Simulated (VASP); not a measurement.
Output of a VASP run:

OUTCAR:
```
 ion  position               nearest neighbor table
   1  0.000  0.000  0.000-   3 2.27   4 2.27   4 2.27   3 2.27   4 2.27   3 2.27   2 3.25   2 3.25
  LATTYP: Found a hexagonal cell.
 ALAT       =     2.7568226088
 C/A-ratio  =     2.3576257066
 Subroutine PRICEL returns:
 Original cell was already a primitive cell.
 Subroutine GETGRP returns: Found 24 space group operations
The static configuration has the point symmetry D_3d.
 The point group associated with its full space group is D_6h.
The dynamic configuration has the point symmetry D_3d.
 Subroutine INISYM returns: Found 24 space group operations
 Subroutine IBZKPT returns following result:
 Found     96 irreducible k-points:

 Following reciprocal coordinates:
            Coordinates               Weight
  0.000000  0.000000  0.000000      1.000000
  0.071429  0.000000  0.000000      6.000000
  0.142857  0.000000  0.000000      6.000000
  0.214286  0.000000  0.000000      6.000000
  0.285714  0.000000  0.000000      6.000000
  0.357143  0.000000  0.000000      6.000000
  0.428571  0.000000  0.000000      6.000000
  0.500000  0.000000  0.000000      3.000000
  0.071429  0.071429  0.000000      6.000000
  0.142857  0.071429  0.000000     12.000000
  0.214286  0.071429  0.000000     12.000000
  0.285714  0.071429  0.000000     12.000000
  0.357143  0.071429  0.000000     12.000000
  0.428571  0.071429  0.000000     12.000000
  0.142857  0.142857  0.000000      6.000000
  0.214286  0.142857  0.000000     12.000000
  0.285714  0.142857  0.000000     12.000000
  0.357143  0.142857  0.000000     12.000000
  0.428571  0.142857  0.000000      6.000000
  0.214286  0.214286  0.000000      6.000000
  0.285714  0.214286  0.000000     12.000000
  0.357143  0.214286  0.000000     12.000000
  0.285714  0.285714  0.000000      6.000000
  0.357143  0.285714  0.000000      6.000000
  0.000000  0.000000  0.166667      2.000000
  0.071429  0.000000  0.166667     12.000000
  0.142857  0.000000  0.166667     12.000000
  0.214286  0.000000  0.166667     12.000000
  0.285714  0.000000  0.166667     12.000000
  0.357143  0.000000  0.166667     12.000000
  0.428571  0.000000  0.166667     12.000000
  0.500000  0.000000  0.166667      6.000000
  0.071429  0.071429  0.166667     12.000000
  0.142857  0.071429  0.166667     24.000000
  0.214286  0.071429  0.166667     24.000000
  0.285714  0.071429  0.166667     24.000000
  0.357143  0.071429  0.166667     24.000000
  0.428571  0.071429  0.166667     24.000000
  0.142857  0.142857  0.166667     12.000000
  0.214286  0.142857  0.166667     24.000000
   k-points           NKPTS =     96   k-points in BZ     NKDIM =     96   number of bands    NBANDS=     24
   number of dos      NEDOS =    601   number of ions     NIONS =      4
   total plane-waves  NPLWV =  27648
   dimension x,y,z NGX =    24 NGY =   24 NGZ =   48
   dimension x,y,z NGXF=    48 NGYF=   48 NGZF=   96
   ions per type =               2   2
   PREC   = accura    normal or accurate (medium, high low for compatibility)
   ISTART =      0    job   : 0-new  1-cont  2-samecut
   ICHARG =      2    charge: 1-file 2-atom 10-const
   ISPIN  =      1    spin polarized calculation?
   LNONCOLLINEAR =      F non collinear calculations
   LSORBIT =      F    spin-orbit coupling
   INIWAV =      1    electr: 0-lowe 1-rand  2-diag
   ENCUT  =  520.0 eV  38.22 Ry    6.18 a.u.   5.13  5.13 12.08*2*pi/ulx,y,z
   NELM   =    100;   NELMIN=  2; NELMDL= -5     # of ELM steps
   EDIFF  = 0.1E-06   stopping-criterion for ELM
   LREAL  =      F    real-space projection
   NLSPLINE    = F    spline interpolate recip. space projectors
   LMAXMIX     =    6 max onsite mixed and CHGCAR
   VOSKOWN=      0    Vosko Wilk Nusair interpolation
   EDIFFG = 0.1E-05   stopping-criterion for IOM
   NSW    =      0    number of steps for IOM
   NBLOCK =      1;   KBLOCK =      1    inner block; outer block
...
```

File OSZICAR:
```
       N       E                     dE             d eps       ncg     rms          rms(c)
DAV:   1     0.348041566256E+03    0.34804E+03   -0.23659E+04  4616   0.197E+03
DAV:   2    -0.106110524078E+03   -0.45415E+03   -0.44852E+03  5328   0.561E+02
DAV:   3    -0.131236536707E+03   -0.25126E+02   -0.24881E+02  5848   0.125E+02
DAV:   4    -0.131623331768E+03   -0.38680E+00   -0.38318E+00  5032   0.162E+01
DAV:   5    -0.131629018461E+03   -0.56867E-02   -0.56171E-02  5808   0.182E+00    0.338E+01
DAV:   6    -0.120584313269E+03    0.11045E+02   -0.15606E+01  5944   0.323E+01    0.111E+01
DAV:   7    -0.115538426904E+03    0.50459E+01   -0.29848E+00  5592   0.107E+01    0.310E+00
DAV:   8    -0.115853569099E+03   -0.31514E+00   -0.16682E+00  5336   0.894E+00    0.283E+00
DAV:   9    -0.116419207511E+03   -0.56564E+00   -0.60949E-01  4936   0.568E+00    0.454E-01
DAV:  10    -0.116479614272E+03   -0.60407E-01   -0.41851E-02  5712   0.166E+00    0.304E-01
DAV:  11    -0.116478038886E+03    0.15754E-02   -0.52774E-02  5208   0.162E+00    0.166E-01
DAV:  12    -0.116490519426E+03   -0.12481E-01   -0.61237E-03  4960   0.617E-01    0.997E-02
DAV:  13    -0.116505150540E+03   -0.14631E-01   -0.40721E-03  5120   0.452E-01    0.294E-02
DAV:  14    -0.116507449833E+03   -0.22993E-02   -0.58796E-04  5504   0.192E-01    0.257E-02
DAV:  15    -0.116507208331E+03    0.24150E-03   -0.11445E-04  5256   0.890E-02    0.186E-02
DAV:  16    -0.116507714973E+03   -0.50664E-03   -0.28172E-04  4872   0.127E-01    0.720E-03
DAV:  17    -0.116507684777E+03    0.30196E-04   -0.84560E-06  5688   0.249E-02    0.400E-03
DAV:  18    -0.116507704275E+03   -0.19499E-04   -0.17573E-06  4752   0.942E-03    0.259E-03
DAV:  19    -0.116507703933E+03    0.34261E-06   -0.18323E-06  5000   0.111E-02    0.653E-04
DAV:  20    -0.116507706422E+03   -0.24896E-05   -0.72528E-08  2840   0.245E-03    0.297E-04
DAV:  21    -0.116507706017E+03    0.40536E-06   -0.23793E-08  2544   0.104E-03    0.943E-05
DAV:  22    -0.116507706500E+03   -0.48253E-06   -0.97457E-09  2528   0.786E-04    0.896E-05
DAV:  23    -0.116507706415E+03    0.84551E-07   -0.12472E-09  2448   0.260E-04
   1 F= -.11650771E+03 E0= -.11650771E+03  d E =0.000000E+00
       N       E                     dE             ncg
```

File OUTCAR:
```
------------------------ aborting loop because EDIFF is reached ----------------------------------------
  FORCE on cell =-STRESS in cart. coord.  units (eV):
  Direction    XX          YY          ZZ          XY          YZ          ZX
  --------------------------------------------------------------------------------------
  Total        0.1595622      0.1595622     -0.6648506      0.0000000      0.0000000      0.0000000
  in kB        5.9759722      5.9759724    -24.9001925      0.0000000      0.0000000      0.0000000
  external PRESSURE =      -4.3160826 kB  Pullay stress =       0.0000000 kB
  volume of cell :       42.78
      direct lattice vectors                 reciprocal lattice vectors
     2.756822609  0.000000000  0.000000000     0.362736433  0.209425973  0.000000000
    -1.378411304  2.387478467  0.000000000     0.000000000  0.418851945  0.000000000
     0.000000000  0.000000000  6.499555851     0.000000000  0.000000000  0.153856667
 POSITION                                       TOTAL-FORCE (eV/Angst)
 -----------------------------------------------------------------------------------
      0.00000      0.00000      0.00000         0.000000      0.000000      0.000000
      0.00000      0.00000      3.24978         0.000000      0.000000      0.000000
     -0.00000      1.59165      1.62489        -0.000000      0.000000      0.000000
      1.37841      0.79583      4.87467        -0.000000     -0.000000      0.000000
 -----------------------------------------------------------------------------------
    total drift:                                0.000000     -0.000000      0.000000
  FREE ENERGIE OF THE ION-ELECTRON SYSTEM (eV)
  ---------------------------------------------------
  free  energy   TOTEN  =      -116.5077064151 eV

  energy  without entropy=     -116.5077064151  energy(sigma->0) =     -116.50770642

 total charge

# of ion       s       p       d       tot
------------------------------------------
    1        2.286   6.252   3.445  11.982
    2        2.286   6.252   3.445  11.982
    3        1.569   3.457   0.000   5.026
    4        1.569   3.457   0.000   5.026
--------------------------------------------------
tot          7.710  19.417   6.889  34.016

 Electric field gradients after diagonalization (V/A^2)
 (convention: |V_zz| > |V_xx| > |V_yy|)
----------------------------------------------------------------------
 ion       V_xx      V_yy      V_zz     asymmetry (V_yy - V_xx)/ V_zz
----------------------------------------------------------------------
   1    -141.977  -141.975   283.951       0.000
   2    -141.977  -141.975   283.951       0.000
   3     -25.634   -25.629    51.263       0.000
   4     -25.634   -25.629    51.263       0.000
```
(Selected blocks of OUTCAR.)

POSCAR:
```
WO
1
    2.7568226088     0.0000000000     0.0000000000
   -1.3784113044     2.3874784668     0.0000000000
    0.0000000000     0.0000000000     6.4995558510
W O
2 2
Direct
  0.0000000000   0.0000000000   0.0000000000
  0.0000000000   0.0000000000   0.5000000000
  0.3333330000   0.6666670000   0.2500000000
  0.6666670000   0.3333330000   0.7500000000
```

Write an INCAR and KPOINTS that could have produced this output.

This is not unique; one that fits is the input of the run itself, r2SCAN meta-GGA, plane waves, VASP's PBE PAW potentials (set 64).

INCAR:
```
SYSTEM = WO
NEDOS = 601
ALGO = Normal   # blocked Davidson
LCHARG = F
NELM = 100   # most electronic steps
LMIXTAU = T
LREAL = F   # projection in real space or not
LWAVE = F
EDIFF = 1E-7
ISIF = 2   # forces and stress, cell fixed
ISMEAR = -5
LEFG = T
LMAXMIX = 6
PREC = Accurate
ENCUT = 520   # plane-wave cut-off (eV)
METAGGA = R2SCAN
LORBIT = 11   # lm-projected
LASPH = T   # aspherical one-centre terms
```

File KPOINTS:
```
Automatic mesh
0
Gamma
  14 14 6
0 0 0
```

KPOINTS_OPT:
```
k-points along high-symmetry lines
6
Line-mode
Reciprocal
  0.000000   0.000000   0.000000 ! GAMMA
  0.500000   0.000000   0.000000 ! M

  0.500000   0.000000   0.000000 ! M
  0.333333   0.333333   0.000000 ! K

  0.333333   0.333333   0.000000 ! K
  0.000000   0.000000   0.000000 ! GAMMA

  0.000000   0.000000   0.000000 ! GAMMA
  0.000000   0.000000   0.500000 ! A

  0.000000   0.000000   0.500000 ! A
  0.500000   0.000000   0.500000 ! L

  0.500000   0.000000   0.500000 ! L
  0.333333   0.333333   0.500000 ! H

  0.333333   0.333333   0.500000 ! H
  0.000000   0.000000   0.500000 ! A

  0.500000   0.000000   0.500000 ! L
  0.500000   0.000000   0.000000 ! M

  0.333333   0.333333   0.500000 ! H
  0.333333   0.333333   0.000000 ! K
```

POTCAR, in this order: W_sv O (PBE.64 set). Program: vasp_std.

For a metal the tetrahedron method with Blöchl corrections gives inexact stress and forces.

The structure was generated: WO was put into the NiAs type type (P6_3/mmc), which need not be its known phase. It was relaxed first, which changed the volume by -26 %.
